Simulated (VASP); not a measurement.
Computed with RPA correlation on PBE orbitals, VASP's PBE PAW potentials (set 64) (plane waves; VASP).

A VASP calculation is set up with these files.

### KPOINTS
```
Automatic mesh
0
Gamma
4 4 4
0 0 0
```

**INCAR**
```
SYSTEM=NaCl
PREC=Normal; ENCUT=500; LREAL=.FALSE.
LASPH=.TRUE.; NBANDS=1158
ALGO=ACFDT
ISMEAR=0; SIGMA=0.01
GGA=PE
LWAVE=.FALSE.; LCHARG=.FALSE.
NOMEGA=12; ENCUTGW=300
```

**POSCAR**
```
NaCl
1
    0.0000000000     2.8200000000     2.8200000000
    2.8200000000     0.0000000000     2.8200000000
    2.8200000000     2.8200000000     0.0000000000
Na Cl
1 1
Direct
  0.0000000000   0.0000000000   0.0000000000
  0.5000000000   0.5000000000   0.5000000000
```

POTCAR, in this order: Na_sv_GW Cl_GW (PBE.64 set). Program: vasp_std. Read from the step before: WAVECAR, WAVEDER.

Output

### OUTCAR
```
 ion  position               nearest neighbor table
   1  0.000  0.000  0.000-
   2  0.500  0.500  0.500-
  LATTYP: Found a face centered cubic cell.
 ALAT       =     5.6400000000
 Subroutine PRICEL returns:
 Original cell was already a primitive cell.
 Subroutine GETGRP returns: Found 48 space group operations
The static configuration has the point symmetry O_h .
The dynamic configuration has the point symmetry O_h .
 Subroutine INISYM returns: Found 48 space group operations
 Subroutine IBZKPT returns following result:
 Found      8 irreducible k-points:

 Following reciprocal coordinates:
            Coordinates               Weight
  0.000000  0.000000  0.000000      1.000000
  0.250000  0.000000  0.000000      8.000000
  0.500000  0.000000  0.000000      4.000000
  0.250000  0.250000  0.000000      6.000000
  0.500000  0.250000  0.000000     24.000000
 -0.250000  0.250000  0.000000     12.000000
  0.500000  0.500000  0.000000      3.000000
 -0.250000  0.500000  0.250000      6.000000
 Subroutine IBZKPT_HF returns following result:
   k-points           NKPTS =      8   k-points in BZ     NKDIM =     64   number of bands    NBANDS=   1158
   number of dos      NEDOS =    301   number of ions     NIONS =      2
   total plane-waves  NPLWV =  13824
   dimension x,y,z NGX =    24 NGY =   24 NGZ =   24
   dimension x,y,z NGXF=    48 NGYF=   48 NGZF=   48
   ions per type =               1   1
   PREC   = normal    normal or accurate (medium, high low for compatibility)
   ISTART =      1    job   : 0-new  1-cont  2-samecut
   ICHARG =      0    charge: 1-file 2-atom 10-const
   ISPIN  =      1    spin polarized calculation?
   LNONCOLLINEAR =      F non collinear calculations
   LSORBIT =      F    spin-orbit coupling
   INIWAV =      1    electr: 0-lowe 1-rand  2-diag
   ENCUT  =  500.0 eV  36.75 Ry    6.06 a.u.   7.27  7.27  7.27*2*pi/ulx,y,z
   NELM   =     60;   NELMIN=  2; NELMDL=  0     # of ELM steps
   EDIFF  = 0.1E-03   stopping-criterion for ELM
   LREAL  =      F    real-space projection
   NLSPLINE    = F    spline interpolate recip. space projectors
   LMAXMIX     =    2 max onsite mixed and CHGCAR
   VOSKOWN=      0    Vosko Wilk Nusair interpolation
   EDIFFG = 0.1E-02   stopping-criterion for IOM
   NSW    =      0    number of steps for IOM
   NBLOCK =      1;   KBLOCK =      1    inner block; outer block
   IBRION =     -1    ionic relax: 0-MD 1-quasi-New 2-CG
   NFREE  =      0    steps in history (QN), initial steepest desc. (CG)
   ISIF   =      0    stress and relaxation
   ISYM   =      3    0-nonsym 1-usesym 2-fastsym
   TEIN   =    0.0    initial temperature
   TEBEG  =    0.0;   TEEND  =   0.0 temperature during run
   SMASS  =  -3.00    Nose mass-parameter (am)
   PSTRESS=    0.0 pullay stress
   NELECT =      16.0000    total number of electrons
   EFERMI =   0.00;   METHOD = LEGACY
   ISMEAR =     0;   SIGMA  =   0.01  broadening in eV -4-tet -1-fermi 0-gaus
   IALGO  =     38    algorithm
   LDIAG  =      T    sub-space diagonalisation (order eigenvalues)
   IMIX   =      4    mixing-type and parameters
     AMIX     =   0.40;   BMIX     =  1.00
     AMIX_MAG =   1.60;   BMIX_MAG =  1.00
     AMIN     =   0.10
   GGA     = PE    functional components
   VOSKOWN =     0    Vosko Wilk Nusair interpolation
   LHFCALC =     T    Hartree Fock is set to
   NKREDX  =     1    reduce k-point grid by
   AEXX    =    1.0000 exact exchange contribution
   HFSCREEN=    0.0000 screening length (either q_TF or 0.3 A-1)
   HFRCUT  =    0.0000 spherical cutoff for potential kernel
   AGGAX   =    0.0000 GGA exchange part
   ALDAC   =    0.0000 LDA correlation
   AGGAC   =    0.0000 GGA correlation
...
```

**OSZICAR**
```
energies w=
    0.000    1.097    0.000    3.516    0.000    6.668    0.000   11.261
    0.000   18.396    0.000   29.888    0.000   48.844    0.000   80.758
    0.000  135.842    0.000  235.155    0.000  434.345    0.000  994.849
NQ=   1    0.0000    0.0000    0.0000,
 performed       6968000 updates of chi_q(r,r)
NQ=   2    0.2500    0.0000    0.0000,
 performed      13936000 updates of chi_q(r,r)
NQ=   3    0.5000    0.0000    0.0000,
 performed      20904000 updates of chi_q(r,r)
NQ=   4    0.2500    0.2500    0.0000,
 performed      27872000 updates of chi_q(r,r)
NQ=   5    0.5000    0.2500    0.0000,
 performed      34840000 updates of chi_q(r,r)
NQ=   6   -0.2500    0.2500    0.0000,
 performed      41808000 updates of chi_q(r,r)
NQ=   7    0.5000    0.5000    0.0000,
 performed      48776000 updates of chi_q(r,r)
NQ=   8   -0.2500    0.5000    0.2500,
 performed      55744000 updates of chi_q(r,r)
```

### OUTCAR
```


      cutoff energy     smooth cutoff   RPA   correlation   Hartree contr. to MP2
---------------------------------------------------------------------------------
            300.000           240.000      -17.4681247418      -23.8524956080
            285.714           228.571      -17.2783230721      -23.6145721055
            272.109           217.687      -17.0740639175      -23.3564683075
            259.151           207.321      -16.8558019350      -23.0787685341
            246.811           197.449      -16.6240337005      -22.7822213458
            235.058           188.046      -16.3800832240      -22.4686974920
            223.865           179.092      -16.1226777579      -22.1368237409
            213.204           170.564      -15.8563442003      -21.7927508429
  linear regression
  converged value                          -19.8733198551      -26.9338073901
```
(Selected blocks of OUTCAR.)

The mesh is coarse, so the correlation energy is not converged in k-points.

The compound is NaCl in the rock salt structure. The cell was not relaxed at this level. The k-mesh is coarse (spacing up to 0.48 per Å, 2π included), so the numbers may not be converged in it.
